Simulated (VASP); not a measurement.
# CdGe62 (a cell with a defect) in VASP: electric field gradients with PBEsol

Aim: the electric field gradients of CdGe62 (a cell with a defect) with PBEsol.

Everything below comes from runs of VASP 6.6.1. Logs are shortened: lines on timing, memory, paths and dates and some standing lists are left out, and cuts for length are marked.

## Step 1: The structure

The cell holds a defect, 63 atoms: a = 11.380 Å, b = 11.380 Å, c = 11.380 Å, α = 90.00°, β = 90.00°, γ = 90.00°.

The cell was built by a generator and needn't be a form met in nature.

## Step 2: Electric field gradients, PBEsol

The input, INCAR:

```
PREC = Accurate
ENCUT = 360
EDIFF = 1E-8
ISMEAR = 0
SIGMA = 0.02
LREAL = F
LASPH = T
NELM = 60
ALGO = Normal
ISIF = 2
LWAVE = F
LCHARG = F
GGA = PS
LEFG = T
NELECT = 261
```

The input, KPOINTS:

```
Automatic mesh
0
Gamma
  2 2 2
```

The input, POSCAR:

```
CdGe62                                  
1.0
   11.3800000000      0.0000000000      0.0000000000
    0.0000000000     11.3800000000      0.0000000000
    0.0000000000      0.0000000000     11.3800000000
  Cd              Ge            
     1    62
Direct
     0.0628792201471151    0.0627104997625664    0.0626877700945246
     0.0073055424372606    0.2331934015711344    0.2331416028162752
     0.2332851463415268    0.0071092514071086    0.2333077770046393
     0.2333952511078544    0.2332777152199150    0.0071830090841283
     0.1203471780895856    0.3670912601208550    0.3670677990545015
     0.3671708129454178    0.1202551232419964    0.3671097310972273
     0.3672154290497219    0.3671201591205660    0.1203977860499550
     0.0002606194811912    0.0002079333758391    0.4990534011630581
     0.9985246445774985    0.2487652749832467    0.7527962139453028
     0.2489390045087266    0.9984619844433416    0.7527264697983839
     0.2485451998186817    0.2484506053504701    0.4968357841735990
     0.1249115718214730    0.1248332762594125    0.6260514832358498
     0.1265523421865377    0.3723065499248263    0.8761582803862906
     0.3724172533875992    0.1265632131144043    0.8760568688625180
     0.3735878823514741    0.3735297880986073    0.6232178597594261
     0.0002153128909958    0.4990202965778051    0.0001839841104194
     0.9985030246178747    0.7527083675132933    0.2489316753843420
     0.2485321772804829    0.4968771863365140    0.2484855560374247
     0.2488831642564783    0.7527603863270687    0.9984956106707968
     0.1248593341886790    0.6260202071726874    0.1248421295361228
     0.1266185321968209    0.8760655451320518    0.3724261145093870
     0.3736421283206392    0.6232359633559583    0.3734527477520701
     0.3723648831536070    0.8761246803390240    0.1265505735059897
     0.0012561187423613    0.4984804534288008    0.4984753975725623
     0.0048631392804226    0.7580207973944315    0.7579596280049132
     0.2500349442483130    0.4995737876220220    0.7503708109518310
     0.2501151553793475    0.7502257205034867    0.4996326918751684
     0.1239615273364783    0.6265472581159717    0.6266112430873944
     0.1177497660093334    0.8919789478289183    0.8919644622244157
     0.3747731791403187    0.6254523560094575    0.8751367582836816
     0.3748017980156612    0.8750768577371161    0.6254217043064257
     0.4990224357809995    0.0001843638923878    0.0001788175012477
     0.4969612984754970    0.2484352286270324    0.2485167330777723
     0.7527853289819979    0.9984474396105482    0.2488945088640618
     0.7528543593984159    0.2488998475066554    0.9984032186387281
     0.6261389423388817    0.1248355584119105    0.1247806885236697
     0.6233214364948861    0.3735042081432078    0.3735848656790197
     0.8762049158429814    0.1265588522592551    0.3723124043299110
     0.8761801799780197    0.3723330978020170    0.1265659712326593
     0.4985364585958793    0.0011814184416797    0.4985547292974539
     0.4996994971753299    0.2499643623247900    0.7502657789565973
     0.7580554461259515    0.0046998135941404    0.7580044791759698
     0.7503909179670200    0.2499266496637571    0.4996649218209079
     0.6266285691616752    0.1238370141417474    0.6266072259972969
     0.6255230721297037    0.3747206096637122    0.8750124718575717
     0.8919917045086981    0.1176365303007768    0.8919702984127943
     0.8752065250888518    0.3746810272356272    0.6254573992662984
     0.4985462114500005    0.4984298487595653    0.0011339580815553
     0.4997373654924894    0.7502917737636767    0.2498663623659070
     0.7503685700658579    0.4996083777814668    0.2499812884125209
     0.7580630945653104    0.7579628648081476    0.0047920232783684
     0.6266552739454906    0.6264797874332896    0.1237803483127782
     0.6254278406885477    0.8750990416198806    0.3747581001937527
     0.8751107149698252    0.6254265152380070    0.3747629306123729
     0.8920188621551470    0.8919191878371028    0.1177552637353928
     0.4998603980639408    0.4998359277953475    0.4998085246452225
     0.5019010672831257    0.7515144660153026    0.7515217842886988
     0.7516529216984422    0.5018166851240579    0.7515065569441037
     0.7515390665176693    0.7515046972716531    0.5018263761847762
     0.6253409905306518    0.6251986880185120    0.6252695710351849
     0.6282910443093005    0.8765457709966102    0.8766115619065007
     0.8766513355528407    0.6282687631525936    0.8765341956362839
     0.8766261413570827    0.8765367753766692    0.6281948473960202
```

Potentials or basis: VASP PAW PBE potentials, release 64 (Cd, Ge).

Launch:

```
> cat potpaw_PBE.64/Cd/POTCAR potpaw_PBE.64/Ge/POTCAR > POTCAR
> mpirun -np 4 vasp_std > vasp.out
```

OUTCAR:

```text
PREC = Accurate
   ENCUT = 360
   EDIFF = 1E-8
   ISMEAR = 0
   LREAL = F
   LASPH = T
   NELM = 60
   ISIF = 2
   GGA = PS
   NELECT = 261

 ion  position               nearest neighbor table
   1  0.063  0.063  0.063-   2 2.82   3 2.82   4 2.82  29 2.82  46 2.82  55 2.82
   2  0.007  0.233  0.233-  39 2.49  38 2.49   5 2.51   1 2.82
   3  0.233  0.007  0.233-  23 2.49  21 2.49   6 2.51   1 2.82
   4  0.233  0.233  0.007-  14 2.49  13 2.49   7 2.51   1 2.82
   5  0.120  0.367  0.367-  18 2.48  11 2.48   2 2.51  24 2.51
   6  0.367  0.120  0.367-  11 2.48  33 2.48   3 2.51  40 2.51
   7  0.367  0.367  0.120-  18 2.48  33 2.48   4 2.51  48 2.51
[... 54 lines left out ...]
  62  0.877  0.628  0.877-  58 2.47  16 2.47  25 2.48  51 2.48
  63  0.877  0.877  0.628-  59 2.47   8 2.47  25 2.48  42 2.48

  LATTYP: Found a simple cubic cell.
 ALAT       =    11.3800000000

  Lattice vectors:

 A1 = (  11.3800000000,   0.0000000000,   0.0000000000)
 A2 = (   0.0000000000,  11.3800000000,   0.0000000000)
 A3 = (   0.0000000000,   0.0000000000,  11.3800000000)

Analysis of symmetry for initial positions (statically):
=====================================================================
 Subroutine PRICEL returns:
 Original cell was already a primitive cell.

 Routine SETGRP: Setting up the symmetry group for a
 simple cubic supercell.

 Subroutine GETGRP returns: Found  1 space group operations
 (whereof  1 operations were pure point group operations)
 out of a pool of 48 trial point group operations.

The static configuration has the point symmetry C_1 .

Analysis of symmetry for dynamics (positions and initial velocities):
=====================================================================
 Subroutine PRICEL returns:
 Original cell was already a primitive cell.

 Routine SETGRP: Setting up the symmetry group for a
 simple cubic supercell.

 Subroutine GETGRP returns: Found  1 space group operations
 (whereof  1 operations were pure point group operations)
 out of a pool of 48 trial point group operations.

The dynamic configuration has the point symmetry C_1 .

 Subroutine INISYM returns: Found  1 space group operations
 (whereof  1 operations are pure point group operations),
 and found     1 'primitive' translations

----------------------------------------------------------------------------------------

                                     Primitive cell

  volume of cell :    1473.7601

  direct lattice vectors                    reciprocal lattice vectors
    11.380000000  0.000000000  0.000000000     0.087873462  0.000000000  0.000000000
     0.000000000 11.380000000  0.000000000     0.000000000  0.087873462  0.000000000
     0.000000000  0.000000000 11.380000000     0.000000000  0.000000000  0.087873462

  length of vectors
    11.380000000 11.380000000 11.380000000     0.087873462  0.087873462  0.087873462

  position of ions in fractional coordinates (direct lattice)
     0.062879220  0.062710500  0.062687770
     0.007305542  0.233193402  0.233141603
     0.233285146  0.007109251  0.233307777
     0.233395251  0.233277715  0.007183009
     0.120347178  0.367091260  0.367067799
     0.367170813  0.120255123  0.367109731
[... 202 lines left out ...]
   LORBIT       =      0    0 simple, 1 ext, 2 COOP (PROOUT), +10 PAW based schemes
   GGA     = PS    functional components
   LHFCALC =     F    Hartree Fock is set to
   AEXX    =    0.0000 exact exchange contribution
   IVDW    =     0    specifies the selected vdW correction
   LEPSILON=     F    determine dielectric tensor
   LRPA    =     F    only Hartree local field effects (RPA)
 non-spin polarized calculation
 Gauss-broadening in eV      SIGMA  =   0.02
  energy-cutoff  :      360.00
  volume of cell :     1473.76
 maximum number of plane-waves:     22896
   NGX = 35   NGY = 35   NGZ = 35

 number of electron     260.9999990 magnetization

 Free energy of the ion-electron system (eV)
  ---------------------------------------------------
  ext. energy  EPLUGINS =         0.00000000
  ---------------------------------------------------
  free energy    TOTEN  =      -299.45004318 eV

  energy without entropy =     -299.44495730  energy(sigma->0) =     -299.44750024

 E-fermi :   3.1736     XC(G=0):  -9.2115

 val. band max:        3.1612168531   @ k =   0.0000   0.0000   0.0000
 cond. band min:       3.1771683958   @ k =   0.0000   0.0000   0.5000
 fundamental gap:      0.0159515426
 Fermi energy:         3.1735874882

 k-point     1 :       0.0000    0.0000    0.0000
  band No.  band energies     occupation
      1      -9.2051      2.00000
      2      -8.2464      2.00000
      3      -8.2458      2.00000
      4      -8.2404      2.00000
      5      -8.2395      2.00000
      6      -8.2043      2.00000
[... 1149 lines left out ...]
    141       4.4472      0.00000
    142       4.4831      0.00000
 [bands above 142 left out]

------------------------ aborting loop because EDIFF is reached ----------------------------------------

  FORCE on cell =-STRESS in cart. coord.  units (eV):
  Direction    XX          YY          ZZ          XY          YZ          ZX
  --------------------------------------------------------------------------------------
  -------------------------------------------------------------------------------------
  Total       -0.0527307     -0.0520328     -0.0542271     -1.9951574     -1.9815979     -1.9959147
  in kB       -0.0573254     -0.0565667     -0.0589522     -2.1690070     -2.1542661     -2.1698303
  external PRESSURE =      -0.0576148 kB  Pullay stress =       0.0000000 kB

 VOLUME and BASIS-vectors are now :
 -----------------------------------------------------------------------------
  energy-cutoff  :      360.00
  volume of cell :     1473.76
      direct lattice vectors                 reciprocal lattice vectors
    11.380000000  0.000000000  0.000000000     0.087873462  0.000000000  0.000000000
     0.000000000 11.380000000  0.000000000     0.000000000  0.087873462  0.000000000
     0.000000000  0.000000000 11.380000000     0.000000000  0.000000000  0.087873462

 POSITION                                       TOTAL-FORCE (eV/Angst)
 -----------------------------------------------------------------------------------
      0.71557      0.71365      0.71339        -0.002444     -0.001350      0.000378
      0.08314      2.65374      2.65315        -0.002929      0.004220      0.006817
      2.65478      0.08090      2.65504         0.002926      0.000844      0.002454
      2.65604      2.65470      0.08174         0.001441      0.002795     -0.000575
      1.36955      4.17750      4.17723         0.002705      0.000688      0.003085
      4.17840      1.36850      4.17771         0.002481      0.001853      0.002276
[... 55 lines left out ...]
      9.97629      7.14970      9.97496        -0.001287      0.000610     -0.000354
      9.97601      9.97499      7.14886        -0.002181     -0.000329      0.002281
 -----------------------------------------------------------------------------------
    total drift:                                0.000347      0.000317      0.000328

  FREE ENERGIE OF THE ION-ELECTRON SYSTEM (eV)
  ---------------------------------------------------
  free  energy   TOTEN  =      -299.4500431754 eV

  energy  without entropy=     -299.4449572969  energy(sigma->0) =     -299.44750024

 Electric field gradients (V/A^2)
---------------------------------------------------------------------
 ion       V_xx      V_yy      V_zz      V_xy      V_xz      V_yz
---------------------------------------------------------------------
   1       0.095    -0.026    -0.068   -15.056   -15.145   -15.396
   2      14.630    -7.341    -7.290    -3.537    -3.654     0.444
   3      -7.307    14.618    -7.311    -3.653     0.627    -3.631
   4      -7.292    -7.315    14.606     0.562    -3.762    -3.754
   5      -4.340     2.174     2.167   -13.258   -13.217     9.692
   6       2.174    -4.372     2.198   -13.270     9.706   -13.265
[... 55 lines left out ...]
  62       3.110    -6.191     3.081     1.705     4.720     1.711
  63       3.083     3.102    -6.185     4.542     1.686     1.736
---------------------------------------------------------------------

 Electric field gradients after diagonalization (V/A^2)
 (convention: |V_zz| > |V_xx| > |V_yy|)
----------------------------------------------------------------------
 ion       V_xx      V_yy      V_zz     asymmetry (V_yy - V_xx)/ V_zz
----------------------------------------------------------------------
   1      15.354    15.045   -30.398       0.010
   2      -8.014    -7.759    15.773       0.016
   3      -7.936    -7.862    15.798       0.005
   4      -7.992    -7.864    15.856       0.008
   5     -16.637    -7.522    24.160       0.377
   6     -16.689    -7.520    24.210       0.379
[... 55 lines left out ...]
  62      -6.596    -1.624     8.220       0.605
  63      -6.596    -1.449     8.046       0.640
----------------------------------------------------------------------

           NMR quadrupolar parameters

 Cq : quadrupolar parameter    Cq=e*Q*V_zz/h
 eta: asymmetry parameters     (V_yy - V_xx)/ V_zz
 Q  : nuclear electric quadrupole moment in mb (millibarn)
----------------------------------------------------------------------
 ion       Cq(MHz)       eta       Q (mb)
----------------------------------------------------------------------
   1      -0.074       0.010       1.000
   2       0.038       0.016       1.000
   3       0.038       0.005       1.000
   4       0.038       0.008       1.000
   5       0.058       0.377       1.000
   6       0.059       0.379       1.000
[... 55 lines left out ...]
  62       0.020       0.605       1.000
  63       0.019       0.640       1.000
----------------------------------------------------------------------
```

Wall time 32 min (4 MPI ranks of Intel Xeon Platinum 8375C at 2.90GHz (Ice Lake), shared host); peak memory 0.45 GiB.

Results:

```
Free energy            : -299.4500 eV
Largest force          : 0.009 eV/Å
Band gap on the k mesh : none (metal or under the smearing width)
```

Forces on the atoms (eV/Å):
```
Cd  -0.002 -0.001  0.000
Ge  -0.003  0.004  0.007
Ge   0.003  0.001  0.002
Ge   0.001  0.003 -0.001
Ge   0.003  0.001  0.003
Ge   0.002  0.002  0.002
Ge   0.002  0.000 -0.003
Ge  -0.001 -0.001  0.000
Ge   0.001  0.007 -0.006
Ge   0.002 -0.002 -0.003
Ge   0.000  0.004 -0.003
Ge   0.002  0.001 -0.005
Ge   0.002  0.003 -0.003
Ge   0.003 -0.001  0.000
Ge  -0.003 -0.002  0.001
Ge   0.000  0.004  0.000
Ge   0.003 -0.003  0.001
Ge   0.000 -0.004  0.001
Ge   0.003 -0.006 -0.001
Ge   0.001 -0.002  0.002
Ge  -0.002 -0.004  0.003
Ge  -0.001  0.001 -0.001
Ge   0.006 -0.004  0.000
Ge   0.001  0.001  0.004
Ge  -0.001 -0.004 -0.002
Ge   0.000  0.005 -0.004
Ge  -0.003 -0.001  0.004
Ge  -0.001 -0.002 -0.003
Ge   0.005 -0.003 -0.005
Ge   0.003 -0.003 -0.004
Ge   0.002 -0.003  0.001
Ge   0.008  0.002  0.000
Ge  -0.001  0.001  0.000
Ge  -0.004  0.001  0.001
Ge  -0.008  0.001  0.003
Ge  -0.006  0.001  0.002
Ge  -0.001 -0.002 -0.003
Ge  -0.001 -0.001  0.004
Ge  -0.002  0.004 -0.002
Ge   0.001  0.002 -0.003
Ge   0.003  0.002 -0.003
Ge  -0.004  0.000 -0.004
Ge  -0.002  0.001  0.003
Ge   0.003 -0.002 -0.001
Ge  -0.003  0.003  0.001
Ge  -0.002  0.002 -0.002
Ge  -0.001  0.003 -0.004
Ge   0.001  0.001  0.002
Ge   0.003 -0.003  0.003
Ge  -0.004  0.002  0.001
Ge  -0.002 -0.002 -0.002
Ge  -0.001  0.002  0.002
Ge   0.000 -0.003  0.000
Ge  -0.001 -0.004  0.002
Ge  -0.003 -0.002  0.003
Ge   0.000 -0.004 -0.002
Ge  -0.001  0.001  0.004
Ge   0.002 -0.002  0.003
Ge   0.002  0.004 -0.002
Ge  -0.002  0.004  0.001
Ge  -0.001 -0.002 -0.002
Ge  -0.001  0.001  0.000
Ge  -0.002  0.000  0.002
```

Levels at points of the mesh, in eV from the Fermi level:
```tsv
k point	band 127	band 128	band 129	band 130	band 131	band 132	band 133	band 134
(0.00, 0.00, 0.00)	-0.55	-0.35	-0.35	-0.01	0.20	0.32	0.32	0.43
(0.50, 0.00, 0.00)	-0.79	-0.78	-0.62	-0.40	-0.29	0.00	0.71	0.73
(0.00, 0.50, 0.00)	-0.79	-0.78	-0.62	-0.40	-0.29	0.00	0.71	0.73
(0.00, 0.00, 0.50)	-0.79	-0.78	-0.62	-0.40	-0.29	0.00	0.71	0.73
(0.50, 0.50, 0.00)	-0.92	-0.80	-0.31	-0.19	0.04	0.36	0.97	1.22
(0.00, 0.50, 0.50)	-0.92	-0.80	-0.31	-0.19	0.04	0.36	0.97	1.22
(0.50, 0.00, 0.50)	-0.92	-0.80	-0.31	-0.19	0.04	0.36	0.97	1.22
(0.50, 0.50, 0.50)	-0.56	-0.55	-0.31	-0.31	0.27	0.27	0.74	0.75
```

Electric field gradients, principal values (V/Å²):
```
 atom     Vxx      Vyy      Vzz
 1 Cd  15.045   15.354  -30.398
 2 Ge  -7.759   -8.014   15.773
 3 Ge  -7.862   -7.936   15.798
 4 Ge  -7.864   -7.992   15.856
 5 Ge  -7.522  -16.637   24.160
 6 Ge  -7.520  -16.689   24.210
 7 Ge  -7.749  -16.582   24.331
 8 Ge   0.335    7.707   -8.043
 9 Ge  -2.769  -15.813   18.582
10 Ge  -2.788  -15.685   18.473
11 Ge  -1.483   -6.594    8.077
12 Ge   0.175    7.860   -8.035
13 Ge  -2.863  -15.701   18.565
14 Ge  -2.759  -15.692   18.451
15 Ge  -0.056   -4.828    4.885
16 Ge   0.257    7.740   -7.997
17 Ge  -2.712  -15.697   18.409
18 Ge  -1.394   -6.587    7.981
19 Ge  -2.817  -15.758   18.575
20 Ge   0.225    7.832   -8.057
21 Ge  -2.767  -15.624   18.391
22 Ge   0.070    4.818   -4.887
23 Ge  -2.765  -15.799   18.564
24 Ge  -5.222   -8.742   13.965
25 Ge  -7.611  -16.640   24.250
26 Ge   1.380    6.593   -7.973
27 Ge   1.178    6.694   -7.873
28 Ge  -5.339   -8.751   14.090
29 Ge  -7.776   -8.090   15.866
30 Ge   1.357    6.498   -7.855
31 Ge   1.416    6.541   -7.957
32 Ge   0.186    7.819   -8.004
33 Ge  -1.335   -6.609    7.944
34 Ge  -2.752  -15.714   18.466
35 Ge  -2.695  -15.810   18.505
36 Ge   0.121    7.926   -8.047
37 Ge  -0.048   -4.801    4.849
38 Ge  -2.786  -15.722   18.508
39 Ge  -2.726  -15.702   18.427
40 Ge  -5.223   -8.822   14.044
41 Ge   1.326    6.549   -7.875
42 Ge  -7.728  -16.677   24.404
43 Ge   1.379    6.547   -7.926
44 Ge  -5.335   -8.804   14.138
45 Ge   1.293    6.670   -7.963
46 Ge  -7.804   -8.044   15.848
47 Ge   1.379    6.547   -7.926
48 Ge  -5.294   -8.700   13.994
49 Ge   1.455    6.406   -7.861
50 Ge   1.357    6.575   -7.933
51 Ge  -7.556  -16.660   24.216
52 Ge  -5.098   -8.895   13.993
53 Ge   1.394    6.484   -7.878
54 Ge   1.253    6.641   -7.894
55 Ge  -7.915   -7.933   15.848
56 Ge   0.463    0.580   -1.043
57 Ge  -0.063   -4.873    4.935
58 Ge  -0.008   -4.876    4.885
59 Ge  -0.161   -4.716    4.876
60 Ge   0.377    0.554   -0.931
61 Ge  -1.528   -6.629    8.157
62 Ge  -1.624   -6.596    8.220
63 Ge  -1.449   -6.596    8.046
```

Caveat: the cell carries a net charge on a neutralising background, which shifts energy and pressure; the cell is charged against a uniform background, so pressure and absolute levels hang on convention; the PAW data sets were made with another functional, which shifts forces and pressure a little.
